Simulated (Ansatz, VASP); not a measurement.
# Si2MoP4 (MoSi2P4 monolayer) in two plane-wave programs

Aim: how closely do two programs agree when they are given the same cell, functional and k mesh? The structure shown is the start of the Ansatz relaxation below; VASP solves that cell, so the two are compared at the walk's first step.

Calculated with Ansatz 0.2.0; plane waves, with VASP 6.6.1 beside it; single point at PBE with D3(BJ).

## (1) Set-up

The cell holds 7 atoms: 4 P, 2 Si and 1 Mo. Its edges and angles: a = 3.480 Å, b = 3.480 Å, c = 47.564 Å, α = 90.0°, β = 90.0°, γ = 120.0°. Vacuum lies along c.

## (2) Ansatz: relaxation, PBE with D3(BJ)

Ansatz runs on its PAW soft_1 files.

The two programs are compared at the cell with which this relaxation starts, whose forces are those of its first step.

File input.yaml:

```yaml
crystal:
  lattice:
    - [3.48, 0.0, 0.0]
    - [-1.74, 3.0137684052, 0.0]
    - [0.0, 0.0, 47.5637228417]
  atoms:
    - { symbol: P, position: [0.0, 0.0, 0.4131299828] }
    - { symbol: Si, position: [0.3333333333, 0.6666666667, 0.4266789168] }
    - { symbol: P, position: [0.3333333333, 0.6666666667, 0.4710404569] }
    - { symbol: Mo, position: [0.0, 0.0, 0.5] }
    - { symbol: P, position: [0.3333333333, 0.6666666667, 0.5289595431] }
    - { symbol: Si, position: [0.3333333333, 0.6666666667, 0.5733210832] }
    - { symbol: P, position: [0.0, 0.0, 0.5868700172] }
  periodic: [true, true, false]
kpoints:
  mp_grid: { grid: [12, 12, 1] }
hamiltonian:
  xc: pbe
  dispersion: d3bj
  pseudopotentials: { kind: paw, azcp: { folder: soft_1 } }
scf:
  occupations: { method: fermi_dirac, width: 0.05 }
  convergence: { dr2_threshold: 1.0e-09 }
relax:
  f_tol: 0.004
  max_steps: 90
  cell: {}
output:
  write_potential: true
  write_density: true
  volumetric_format: npy
```

Run with:

```
ansatz run input.yaml --threads 2 --pin off --max-ram 3072MiB --backend cpu --events-out ev --progress --plain --runs-dir out
```

Numbers of over 12 decimals in the logs are rounded to 6 here.

What it wrote:

```text
Warning: relax.cell: scf.convergence.dr2_threshold = 1e-9 eV is looser than the 2.09855049712e-10 eV advised for a relaxation that steers and ends on the stress (1e-10 eV for each atom of the cell: 7, times the square of relax.cell.stress_2d_tol = 0.05 N/m over 18.3 Å (the atoms' height at the walk's start and 5 Å past either face), 2.738e-2 GPa, over a crystal's default 0.05). What an SCF threshold leaves in a stress goes as its square root, and in the free energy as the threshold itself, and one threshold admits the most on a small cell: [figures from the program's tests cut] Set scf.convergence.dr2_threshold to 2.09855049712e-10 eV or tighter. [rest of the remark cut]
Engine: ansatz 0.2.0, aarch64-unknown-linux-gnu
Pseudopotentials: kind: paw
Pseudopotential: P, paw, valence charge 5, recommended cutoff 420 eV (normal), soft_1/P.paw.azcp
Pseudopotential: Si, paw, valence charge 4, recommended cutoff 420 eV (normal), soft_1/Si.paw.azcp
Pseudopotential: Mo, paw, valence charge 14, recommended cutoff 420 eV (normal), soft_1/Mo.paw.azcp
Functional definition: PBE
  parameter kappa = 0.804
  parameter beta = 0.066725
  exchange = pbe_x(kappa = kappa, mu = beta*pi^2/3)
  correlation = pbe_c(beta = beta)
Crystal: 7 atoms, lattice volume = 498.844 Å³
Basis set: ecut = 420 eV, 9681 PW (Γ), exchange–correlation on 48×48×640 points (8 copies of the dense FFT grid, shifted against one another)
Bands: 28, of which v1, the nominal top of the filled ones, is band 21 counted from 1 (20 counted from 0)
Symmetry: 12 space group operations
Space group: P-6m2 (ITA 187), of the structure as read, at distance tolerance 7.9e-5 Å
k-points: 19 of 144 (time reversal used)
Non-local potential: P, projectors of the file, l = 0: 2, l = 1: 2, l = 2: 1
Non-local potential: Si, projectors of the file, l = 0: 2, l = 1: 2, l = 2: 1
Non-local potential: Mo, projectors of the file, l = 0: 3, l = 1: 2, l = 2: 2, l = 3: 1
PAW form: soft (Blöchl's): semilocal exchange-correlation on the pseudo side does not see the compensation charge
PAW one-centre angular grid: P, 110 points (default); XC on 64 Gauss nodes
PAW one-centre angular grid: Si, 110 points (default); XC on 64 Gauss nodes
PAW one-centre angular grid: Mo, 590 points (default); XC on 64 Gauss nodes
Initial density: superposition of atomic densities (neutral atoms: chi_scale 0, normalization atom)
Initial wavefunctions: pseudopotential atomic-orbital guess
Functional: x = pbe(κ = 0.804, μ = 0.219515), c = pbe(β = 0.066725)
SCF iter   1: F=—  HF=-9255.485773 eV  |F-HF|=—  |Δ(HF+E_count)|=         —  Δρ=3.62e-2  dr2=8.62e0  ethr=3.10e-3  ⟨swp⟩=20.7  Hψ=5698  notcnv=0
preconditioner: auto → LDOS  [insulator: Δε(μ)=0.357 eV  Ē_g=8.691 eV  σ=0.050 eV  W_gap=0.94  n_scr=26 (ndim 8)  ℏωp=9.7 eV  f_vac=0.731  D(μ)=0.05/eV (n_scr^D=2)  ε∞_Penn≈2.2  β→1.0]
SCF iter   2: F=—  HF=-9262.549879 eV  |F-HF|=—  |Δ(HF+E_count)|=    7.06e0  Δρ=7.86e-2  dr2=6.48e1  ethr=3.10e-3  ⟨swp⟩=6.6  Hψ=2023  notcnv=0  defer=31  recentre
SCF iter   3: F=—  HF=-9253.717609 eV  |F-HF|=—  |Δ(HF+E_count)|=    8.83e0  Δρ=1.62e-2  dr2=1.64e0  ethr=3.10e-3  ⟨swp⟩=6.6  Hψ=2192  notcnv=0  defer=20
SCF iter   4: F=—  HF=-9253.345781 eV  |F-HF|=—  |Δ(HF+E_count)|=   3.72e-1  Δρ=1.66e-3  dr2=2.69e-2  ethr=3.10e-3  ⟨swp⟩=4.1  Hψ=1370  notcnv=0  defer=29
SCF iter   5: F=—  HF=-9253.338690 eV  |F-HF|=—  |Δ(HF+E_count)|=   7.09e-3  Δρ=5.31e-4  dr2=1.95e-3  ethr=6.41e-5  ⟨swp⟩=3.4  Hψ=1292  notcnv=0  defer=29
SCF iter   6: F=—  HF=-9253.338890 eV  |F-HF|=—  |Δ(HF+E_count)|=   2.00e-4  Δρ=1.61e-4  dr2=1.01e-3  ethr=4.64e-6  ⟨swp⟩=3.3  Hψ=1195  notcnv=0  defer=29
SCF iter   7: F=—  HF=-9253.338816 eV  |F-HF|=—  |Δ(HF+E_count)|=   7.36e-5  Δρ=7.80e-5  dr2=1.62e-4  ethr=2.40e-6  ⟨swp⟩=2.4  Hψ=761  notcnv=0  defer=29
SCF iter   8: F=—  HF=-9253.338805 eV  |F-HF|=—  |Δ(HF+E_count)|=   1.14e-5  Δρ=2.63e-5  dr2=8.17e-6  ethr=3.86e-7  ⟨swp⟩=3.3  Hψ=965  notcnv=0  defer=29
SCF iter   9: F=—  HF=-9253.338778 eV  |F-HF|=—  |Δ(HF+E_count)|=   2.67e-5  Δρ=6.52e-6  dr2=4.25e-7  ethr=1.94e-8  ⟨swp⟩=3.5  Hψ=1169  notcnv=0  defer=29
SCF iter  10: F=—  HF=-9253.338837 eV  |F-HF|=—  |Δ(HF+E_count)|=   5.90e-5  Δρ=2.78e-6  dr2=3.62e-8  ethr=1.01e-9  ⟨swp⟩=3.3  Hψ=1121  notcnv=0  defer=29
[...]
SCF iter   4: F=—  HF=-9255.151667 eV  |F-HF|=—  |Δ(HF+E_count)|=   3.94e-7  Δρ=4.11e-6  dr2=2.76e-7  ethr=6.62e-9  ⟨swp⟩=2.3  Hψ=686  notcnv=0
SCF iter   5: F=—  HF=-9255.151667 eV  |F-HF|=—  |Δ(HF+E_count)|=   3.09e-9  Δρ=1.91e-6  dr2=2.35e-8  ethr=6.56e-10  ⟨swp⟩=3.1  Hψ=997  notcnv=0
SCF iter   6: F=—  HF=-9255.151667 eV  |F-HF|=—  |Δ(HF+E_count)|=  7.88e-10  Δρ=7.39e-7  dr2=3.32e-9  ethr=5.61e-11  ⟨swp⟩=3.3  Hψ=1156  notcnv=0
SCF iter   7: F=-9255.151667 eV  HF=-9255.151667 eV  |F-HF|=1.02e-10  |Δ(HF+E_count)|=  8.09e-10  Δρ=1.60e-7  dr2=2.63e-10  ethr=2.38e-12  ⟨swp⟩=12.6  Hψ=4481  notcnv=0
SCF 7 converged in 7 iterations: F = -9255.151667 eV  dr2 = 2.63e-10
relax step   7: F+E_penalty+E_count = -9255.15166651 eV  Δ(F+E_penalty+E_count) = -1.800e-5 eV  max|allowed force component| = 1.486e-3 eV/Å  Δτ_max = 0.0008 Å  P = -0.002 N/m  Ω = 480.380 Å³  energy of the carried Pulay correction = +3.035e-4 eV  fix = [c, alpha, beta]  reactions: c -0.000 N/m  (7 SCF iters, accepted)
Initial wavefunctions: pseudopotential atomic-orbital guess (no wavefunctions were taken with the density)
iter 1 solved again at ethr=2.59e-7 eV; its pass at ethr=3.10e-3 eV (dr2=1.09e-4 eV) is discarded
SCF iter   1: F=—  HF=-9255.151522 eV  |F-HF|=—  |Δ(HF+E_count)|=         —  Δρ=1.45e-5  dr2=1.62e-7  ethr=2.59e-7  ⟨swp⟩=7.1  Hψ=8330  notcnv=0
preconditioner: auto → Resta (q_TF=auto, 1.818 Å⁻¹)  ε∞=2.5  [insulator: Δε(μ)=0.990 eV  Ē_g=8.011 eV  σ=0.050 eV  W_gap=1.00  n_scr=26 (ndim 8)  ℏωp=9.9 eV  f_vac=0.715  D(μ)=0.00/eV (n_scr^D=0)  ε∞_Penn≈2.5  vacuum switching on, ρ_ref=4.7e-3 e/Å³]
SCF iter   2: F=—  HF=-9255.151399 eV  |F-HF|=—  |Δ(HF+E_count)|=   1.23e-4  Δρ=7.01e-6  dr2=4.36e-8  ethr=3.85e-10  ⟨swp⟩=4.6  Hψ=1640  notcnv=0
SCF iter   3: F=—  HF=-9255.151399 eV  |F-HF|=—  |Δ(HF+E_count)|=   4.71e-8  Δρ=2.13e-6  dr2=3.15e-8  ethr=1.04e-10  ⟨swp⟩=2.7  Hψ=990  notcnv=0
SCF iter   4: F=—  HF=-9255.151399 eV  |F-HF|=—  |Δ(HF+E_count)|=  2.16e-10  Δρ=5.62e-7  dr2=1.26e-9  ethr=7.51e-11  ⟨swp⟩=3.3  Hψ=1038  notcnv=0
SCF iter   5: F=-9255.151399 eV  HF=-9255.151399 eV  |F-HF|=2.36e-10  |Δ(HF+E_count)|=  3.55e-10  Δρ=2.10e-7  dr2=2.91e-10  ethr=2.38e-12  ⟨swp⟩=18.7  Hψ=5144  notcnv=0
SCF 8 converged in 5 iterations: F = -9255.151399 eV  dr2 = 2.91e-10
relax step   8: F+E_penalty+E_count = -9255.15139917 eV  Δ(F+E_penalty+E_count) = +2.673e-4 eV  max|allowed force component| = 1.476e-3 eV/Å  Δτ_max = 0.0000 Å  P = -0.003 N/m  Ω = 480.380 Å³  fix = [c, alpha, beta]  reactions: c -0.000 N/m  stress off target by 3.10e-3 N/m on what of the cell is left free  SCF on the basis re-selected at this cell (its energy is not comparable with the rows above)  (5 SCF iters)
basis re-selected at this cell: Δ(F+E_penalty+E_count) = +2.673e-4 eV, ΔP = -0.001 N/m vs the last step (what re-selecting the basis moved, of the pressure what is left beyond the Pulay correction that the steps carried, after the strain that the cell walked since its last selection, with what the two solves' SCF thresholds leave and, on support functions, any second-order correction that the steps lacked; it is no m [...]
WARN: The output density's exchange-correlation potential varies sharply where the density is thin. Do not read a vacuum level from v_tot or v_xc, or from such a field of the output density. On a cell that repeats whose density bears no net charge and no dipole along the vacuum's axis use v_es (v_loc + v_h of the components); under efield.dipole_correction with no amplitude use v_es + v_field, which holds any externa [...]
SCF converged after 5 iterations
Free energy (F): -9255.151399 eV
Harris-Foulkes:  -9255.151399 eV  (|F-HF|=2.36e-10)
Internal energy: -9255.151397 eV  (E = F + TS)
E sigma→0 (E₀):  -9255.151398 eV
Entropy (-TS):   -0.000002 eV (-0.000 meV/atom)
Fermi energy:    -4.929138 eV
--- Per-component energies (eV) ---
  E_band       = -730.952260
  E_kinetic    = 784.688537
  E_local      = -136542.567105  (includes V_loc(G=0)·N_el)
  E_nonlocal   = 323.667398
  E_hartree    = 67729.660895
  E_xc         = -583.060361
  E_vxc        = -562.334347  (∫ρ·V_xc dr)
  E_paw        = -6467.918106  (= ΣΔE_a)
  E_vpaw       = -193.732227  (= ΣTr[D̂ρ^β])
  E_aug_tail   = 0.000116  (compensation charges beyond the density's cutoff)
  E_ewald      = 65502.908786
  E_disp       = -2.531556  (pairwise vdW)
  E_smearing   = -0.000002  (= −TS)
  E_closure    = 0.000000  (closes the sum)
  Σ components = -9255.151399   (vs F -9255.151399, Δ=0.00e0)
--- Forces (eV/Å), atoms counted from 1 ---
  atom   1  P     -0.00000000    -0.00000000     0.00099739
  atom   2  Si     0.00000000     0.00000000    -0.00147636
  atom   3  P     -0.00000000    -0.00000000    -0.00016309
  atom   4  Mo    -0.00000000    -0.00000000     0.00000000
  atom   5  P     -0.00000000    -0.00000000     0.00016309
  atom   6  Si     0.00000000     0.00000000     0.00147636
  atom   7  P     -0.00000000    -0.00000000    -0.00099739
  max |Σ_I F_I| component: 7.59e-16 eV/Å
--- 2D stress c σ (N/m, compression-positive) ---
       -0.003104       0.000000       0.000000
        0.000000      -0.003104       0.000000
        0.000000       0.000000       0.000000
  P = ½ c Tr σ = -0.0031 N/m
--- Band table (eV; the first three rows and the last of 19) ---
  k-point 0: bands = [... 17 lower, -6.0477, -5.9886, -5.9886, -5.6535, -2.6165, -2.6165, -2.3079, -2.3079, ... 3 higher]
  k-point 1: bands = [... 17 lower, -6.2547, -6.2248, -6.1817, -5.6441, -2.8488, -2.6380, -2.4298, -2.2807, ... 3 higher]
  k-point 2: bands = [... 17 lower, -6.6997, -6.6027, -6.3266, -5.8116, -3.2116, -3.1771, -2.4657, -2.0540, ... 3 higher]
  k-point 18: bands = [... 17 lower, -8.1137, -6.8917, -6.2072, -5.4248, -4.4348, -3.8802, -3.7545, -2.8417, ... 3 higher]
  the weakly bound empty levels are not read free of the cell's end (no_gap_told)
--- Relaxed structure (7 steps of the walk, 7 accepted, 1 SCFs on fresh bases) ---
  F+E_penalty+E_count = -9255.15139917 eV   max|allowed force component| = 1.476e-3 eV/Å   (the final SCF, on the basis selected at the relaxed cell)
  cell:  # Å, volume = 480.3803 Å³
    - [3.414990, 0, 0.0]
    - [-1.707495, 2.957468, 0.0]
    - [0.0, 0.0, 47.5637228417]
  atoms:
    - { symbol: P, position: [1.0573552618554972e-17, -5.1357255561990634e-17, 0.400904] }
    - { symbol: Si, position: [0.333333, 0.666667, 0.422868] }
    - { symbol: P, position: [0.333333, 0.666667, 0.469882] }
    - { symbol: Mo, position: [1.0573552618554984e-17, -5.1357255561990634e-17, 0.500000] }
    - { symbol: P, position: [0.333333, 0.666667, 0.530118] }
    - { symbol: Si, position: [0.333333, 0.666667, 0.577132] }
    - { symbol: P, position: [1.0573552618554972e-17, -5.1357255561990634e-17, 0.599096] }
```

(Part 1 of 2 ends here.)

[Lines on the potential files, build, host, timing and source positions are cut from VASP's logs without a mark.]

[Logs are printed without paths, hosts, clocks, repeated set-up lines and the standing remarks that a program may print on its own settings, such as how far it seeks lower states.]

[Hosts, paths, dates, database ids (printed as entryN), source tags and the programs' standing remarks are cut or masked in the printed files.]
